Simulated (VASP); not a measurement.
# BHBrOF: harmonic vibrations of a molecule

BHBrOF, molecule in box, 5 atoms in the cell. PBE, harmonic vibrations; PAW potentials O, B, F, Br, H (PBE set).

## Input

INCAR.step1:
```
SYSTEM = BHBrOF
PREC = Accurate
ENCUT = 400
EDIFF = 1E-8
ISMEAR = 0
SIGMA = 0.01
ISYM = 0
LREAL = .False.
LASPH = .True.
NELM = 100
ALGO = Normal
LWAVE = .False.
LCHARG = .False.
IBRION = 2
NSW = 60
ISIF = 2
EDIFFG = -0.002
POTIM = 0.5
```

INCAR.step2, as INCAR.step1 but for:
```
- IBRION = 2
- NSW = 60
- ISIF = 2
- EDIFFG = -0.002
- POTIM = 0.5
+ IBRION = 5
+ NFREE = 2
+ POTIM = 0.015
+ NSW = 1
```

KPOINTS:
```
k-points
0
Gamma
  1 1 1
```

POSCAR.step1:
```
BHBrOF
1.0
   11.0000000000      0.0000000000      0.0000000000
    0.0000000000     12.0000000000      0.0000000000
    0.0000000000      0.0000000000     12.0000000000
O B F Br H
1 1 1 1 1
Direct
    0.5856454500      0.5664375000      0.5397583300
    0.5399272700      0.4638625000      0.5260500000
    0.5800181800      0.3823625000      0.5892333300
    0.4167181800      0.4309208300      0.4164333300
    0.5515909100      0.6211375000      0.4904083300
```

Commands (each step's output is kept before the next begins):
```
cat potpaw_PBE.64/O/POTCAR potpaw_PBE.64/B/POTCAR potpaw_PBE.64/F/POTCAR potpaw_PBE.64/Br/POTCAR potpaw_PBE.64/H/POTCAR > POTCAR
cp INCAR.step1 INCAR
cp POSCAR.step1 POSCAR
mpirun -np 4 vasp_gam > vasp.out
cp CONTCAR POSCAR
cp INCAR.step2 INCAR
mpirun -np 4 vasp_gam > vasp.out
```

## Result

- Vibrations (cm⁻¹; a negative value is imaginary): 3769, 1410, 1168, 944, 584, 552, 534, 330, 280
- Zero-point energy (eV): 0.593
- Translations and rotations, which should read zero (cm⁻¹): -24, -11, -3, 5, 8, 16
- Vibrational entropy at 298 K (meV/K): 0.198
- Displaced cells: 30
- Ionic steps, all stages: 58
- Electronic steps, all stages: 977

VASP 6.6.1 took 833 s on 4 cores (AMD EPYC 7R13 (Zen 3)), a shared host.
